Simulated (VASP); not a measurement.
Crystal: MgO.

```
CELL_PARAMETERS angstrom
0.00000 2.09700 2.09700
2.09700 0.00000 2.09700
2.09700 2.09700 0.00000
ATOMIC_POSITIONS crystal
Mg 0.00000 0.00000 0.00000
O 0.50000 0.50000 0.50000
```

The cell is a database's computed one.

Base run:

```yaml
Program: VASP 6.6.1
Functional: TB-mBJ
Potentials_or_basis: VASP PAW PBE potentials, release 64 (Mg, O)
Cutoff: 520 eV
k_mesh: 10 × 10 × 10
Occupations: gaussian, width 0.02 eV
Spin: no spin polarisation
```

Its results: band gap on the k mesh 6.90 eV, direct.

Q: The run is repeated on the same cell with these changes: functional from TB-mBJ to HSE06; k mesh from 10 × 10 × 10 to 8 × 8 × 8. What comes out?

A: Band gap on the k mesh 6.60 eV, direct.

Several settings changed at once, so the effect can't be laid on one alone.

Not every run made on this cell is shown here.
